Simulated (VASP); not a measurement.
Calculation: PBEsol GGA, VASP's PBE PAW potentials (set 64) (plane waves; VASP 6.6.1).

VASP ran on this input.

KPOINTS:
```
Regular mesh
0
G
11 11 11
0 0 0
```

File POSCAR:
```
Lu
1
    3.1310873359    -0.0000000000     0.0000000000
   -0.0000000000     3.1310873359    -0.0000000000
    0.0000000000    -0.0000000000     3.1310873359
Lu
1
Direct
  0.0000000000   0.0000000000   0.0000000000
```

INCAR:
```
ALGO = Normal
EDIFF = 1E-6
EDIFFG = -0.01
ENCUT = 400
GGA = PS
IBRION = 2
ISIF = 3
ISMEAR = 1
LASPH = T
LCHARG = F
LMAXMIX = 6
LREAL = F
LWAVE = F
NELM = 100
NSW = 60
PREC = Accurate
SIGMA = 0.1
SYSTEM = Lu
```

POTCAR, in this order: Lu_3 (PBE.64 set). Program: vasp_std.

The resulting files:

**OUTCAR**
```
 ion  position               nearest neighbor table
   1  0.000  0.000  0.000-
  LATTYP: Found a simple cubic cell.
 ALAT       =     3.1310873359
 Subroutine PRICEL returns:
 Original cell was already a primitive cell.
 Subroutine GETGRP returns: Found 48 space group operations
The static configuration has the point symmetry O_h .
The dynamic configuration has the point symmetry O_h .
 Subroutine INISYM returns: Found 48 space group operations
 Subroutine IBZKPT returns following result:
 Found     56 irreducible k-points:

 Following reciprocal coordinates:
            Coordinates               Weight
  0.000000  0.000000  0.000000      1.000000
  0.090909  0.000000  0.000000      6.000000
  0.181818  0.000000  0.000000      6.000000
  0.272727  0.000000  0.000000      6.000000
  0.363636  0.000000  0.000000      6.000000
  0.454545  0.000000  0.000000      6.000000
  0.090909  0.090909  0.000000     12.000000
  0.181818  0.090909  0.000000     24.000000
  0.272727  0.090909  0.000000     24.000000
  0.363636  0.090909  0.000000     24.000000
  0.454545  0.090909  0.000000     24.000000
  0.181818  0.181818  0.000000     12.000000
  0.272727  0.181818  0.000000     24.000000
  0.363636  0.181818  0.000000     24.000000
  0.454545  0.181818  0.000000     24.000000
  0.272727  0.272727  0.000000     12.000000
  0.363636  0.272727  0.000000     24.000000
  0.454545  0.272727  0.000000     24.000000
  0.363636  0.363636  0.000000     12.000000
  0.454545  0.363636  0.000000     24.000000
  0.454545  0.454545  0.000000     12.000000
  0.090909  0.090909  0.090909      8.000000
  0.181818  0.090909  0.090909     24.000000
  0.272727  0.090909  0.090909     24.000000
  0.363636  0.090909  0.090909     24.000000
  0.454545  0.090909  0.090909     24.000000
  0.181818  0.181818  0.090909     24.000000
  0.272727  0.181818  0.090909     48.000000
  0.363636  0.181818  0.090909     48.000000
  0.454545  0.181818  0.090909     48.000000
  0.272727  0.272727  0.090909     24.000000
  0.363636  0.272727  0.090909     48.000000
  0.454545  0.272727  0.090909     48.000000
  0.363636  0.363636  0.090909     24.000000
  0.454545  0.363636  0.090909     48.000000
  0.454545  0.454545  0.090909     24.000000
  0.181818  0.181818  0.181818      8.000000
  0.272727  0.181818  0.181818     24.000000
  0.363636  0.181818  0.181818     24.000000
  0.454545  0.181818  0.181818     24.000000
   k-points           NKPTS =     56   k-points in BZ     NKDIM =     56   number of bands    NBANDS=      8
   number of dos      NEDOS =    301   number of ions     NIONS =      1
   total plane-waves  NPLWV =   8000
   dimension x,y,z NGX =    20 NGY =   20 NGZ =   20
   dimension x,y,z NGXF=    40 NGYF=   40 NGZF=   40
   ions per type =               1
   PREC   = accura    normal or accurate (medium, high low for compatibility)
   ISTART =      0    job   : 0-new  1-cont  2-samecut
   ICHARG =      2    charge: 1-file 2-atom 10-const
   ISPIN  =      1    spin polarized calculation?
   LNONCOLLINEAR =      F non collinear calculations
   LSORBIT =      F    spin-orbit coupling
   INIWAV =      1    electr: 0-lowe 1-rand  2-diag
   ENCUT  =  400.0 eV  29.40 Ry    5.42 a.u.   5.11  5.11  5.11*2*pi/ulx,y,z
   NELM   =    100;   NELMIN=  2; NELMDL= -5     # of ELM steps
   EDIFF  = 0.1E-05   stopping-criterion for ELM
   LREAL  =      F    real-space projection
   NLSPLINE    = F    spline interpolate recip. space projectors
   LMAXMIX     =    6 max onsite mixed and CHGCAR
   VOSKOWN=      0    Vosko Wilk Nusair interpolation
...
```

File OSZICAR:
```
       N       E                     dE             d eps       ncg     rms          rms(c)
DAV:   1    -0.498167344548E+00   -0.49817E+00   -0.43191E+03  1344   0.982E+02
DAV:   2    -0.385368278687E+01   -0.33555E+01   -0.32681E+01   944   0.468E+01
DAV:   3    -0.403217143549E+01   -0.17849E+00   -0.17323E+00  1704   0.102E+01
DAV:   4    -0.403275955265E+01   -0.58812E-03   -0.58792E-03   944   0.559E-01
DAV:   5    -0.403277024913E+01   -0.10696E-04   -0.10696E-04  1744   0.155E-01    0.146E+01
DAV:   6    -0.401375161881E+01    0.19019E-01   -0.30459E-02  1400   0.339E+00    0.867E+00
DAV:   7    -0.401251322929E+01    0.12384E-02   -0.47698E-02  1448   0.425E+00    0.262E-01
DAV:   8    -0.401210816786E+01    0.40506E-03   -0.23261E-03  1504   0.703E-01    0.772E-02
DAV:   9    -0.401210861542E+01   -0.44756E-06   -0.26241E-05  1224   0.557E-02    0.975E-03
DAV:  10    -0.401210680249E+01    0.18129E-05   -0.25994E-06  1456   0.317E-02    0.603E-03
DAV:  11    -0.401210682943E+01   -0.26943E-07   -0.13036E-07   760   0.570E-03
   1 F= -.40121068E+01 E0= -.40124244E+01  d E =-.401211E+01
       N       E                     dE             d eps       ncg     rms          rms(c)
DAV:   1    -0.401302285547E+01   -0.91605E-03   -0.25526E-02   904   0.518E+00    0.161E-01
DAV:   2    -0.401243079805E+01    0.59206E-03   -0.12357E-03  1384   0.677E-01    0.789E-02
DAV:   3    -0.401218675910E+01    0.24404E-03   -0.75906E-04  1376   0.596E-01    0.304E-02
DAV:   4    -0.401218616841E+01    0.59069E-06   -0.11030E-05  1400   0.338E-02    0.137E-02
DAV:   5    -0.401218580242E+01    0.36599E-06   -0.30733E-06  1320   0.393E-02
   2 F= -.40121858E+01 E0= -.40124524E+01  d E =-.789730E-04
```

File OUTCAR:
```
------------------------ aborting loop because EDIFF is reached ----------------------------------------
  FORCE on cell =-STRESS in cart. coord.  units (eV):
  Direction    XX          YY          ZZ          XY          YZ          ZX
  --------------------------------------------------------------------------------------
  Total        0.0010605      0.0010605      0.0010605      0.0000000      0.0000000      0.0000000
  in kB        0.0550766      0.0550766      0.0550766      0.0000000      0.0000000      0.0000000
  external PRESSURE =       0.0550766 kB  Pullay stress =       0.0000000 kB
  volume of cell :       30.85
      direct lattice vectors                 reciprocal lattice vectors
     3.136263703  0.000000000 -0.000000000     0.318850739 -0.000000000 -0.000000000
     0.000000000  3.136263703  0.000000000    -0.000000000  0.318850739 -0.000000000
     0.000000000  0.000000000  3.136263703     0.000000000 -0.000000000  0.318850739
 POSITION                                       TOTAL-FORCE (eV/Angst)
 -----------------------------------------------------------------------------------
      0.00000      0.00000      0.00000         0.000000     -0.000000      0.000000
 -----------------------------------------------------------------------------------
    total drift:                               -0.000000      0.000000      0.000000
  FREE ENERGIE OF THE ION-ELECTRON SYSTEM (eV)
  ---------------------------------------------------
  free  energy   TOTEN  =        -4.0121858024 eV

  energy  without entropy=       -4.0129856320  energy(sigma->0) =       -4.01245241

 reached required accuracy - stopping structural energy minimisation
```
(Selected blocks of OUTCAR.)

### CONTCAR
```
Lu
   1.00000000000000
     3.1362637028595635    0.0000000000000000   -0.0000000000000000
     0.0000000000000000    3.1362637028595635    0.0000000000000000
     0.0000000000000000    0.0000000000000000    3.1362637028595635
  Lu
     1
Direct
     0.0000000000000000    0.0000000000000000    0.0000000000000000
```

The structure was generated: Lu was put into the simple-cubic type (Pm-3m), which need not be its known phase. This run relaxes it. Symmetry was kept, so distortions that lower it aren't found. The start is the result of an earlier pass.
